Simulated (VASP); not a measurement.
An input for Ansatz (written as the equivalent of a VASP run, and not itself run):

Ansatz 0.2 input:
```yaml
crystal:
  lattice:
    - [4.1388870, 0.0000000, 0.0000000]
    - [0.0000000, 4.1388870, 0.0000000]
    - [0.0000000, 0.0000000, 7.2877800]
  atoms:
    - { symbol: Ca, position: [0.0000000, 0.5000000, 0.0000000] }
    - { symbol: Ca, position: [0.5000000, 0.0000000, 0.5000000] }
    - { symbol: Se, position: [0.0000000, 0.0000000, 0.2500000] }
    - { symbol: Se, position: [0.0000000, 0.0000000, 0.7500000] }
kpoints:
  mp_grid: { grid: [5, 5, 3] }
hamiltonian:
  xc: pbe
  pseudopotentials: { kind: paw }
scf:
  occupations: { method: gaussian, width: 0.136 }
  max_iter: 100
output: { forces: true, stress: true, eigenvalues: true }
```

Task: Translate this input to VASP (INCAR, KPOINTS, POSCAR, choice of POTCAR).

Result: Several could match; the one computed here: 
### KPOINTS
```
Automatic mesh
0
Gamma
5 5 3
0 0 0
```

**POSCAR**
```
CaSe
1
    4.1388870000     0.0000000000     0.0000000000
    0.0000000000     4.1388870000     0.0000000000
    0.0000000000     0.0000000000     7.2877800000
Ca Se
2 2
Direct
  0.0000000000   0.5000000000   0.0000000000
  0.5000000000   0.0000000000   0.5000000000
  0.0000000000   0.0000000000   0.2500000000
  0.0000000000   0.0000000000   0.7500000000
```

INCAR:
```
SYSTEM  =  CaSe
PREC  =  Accurate; ENCUT  =  300; LREAL  =  F
LASPH  =  T
EDIFF  =  1E-6; NELM  =  100; ALGO  =  Normal
LMAXMIX  =  4
ISMEAR  =  0; SIGMA  =  0.136
GGA  =  PE
ISIF  =  2
LWAVE  =  F; LCHARG  =  F
```

POTCAR, in this order: Ca_sv Se (PBE.64 set). Program: vasp_std.

The two are equivalent in intent, not identical: each code has its own PAW files, so the cut-off isn't converted (ENCUT is set for VASP's; basis.ecutwfc is left out, and Ansatz then takes the one that its files recommend); Ansatz stops its SCF on the density residual and VASP on the energy change (EDIFF).

The structure was generated: CaSe was put into an ordered model structure, which need not be its known phase. The cell was not relaxed at this level, and its volume differs by -5.9 % from the start's.
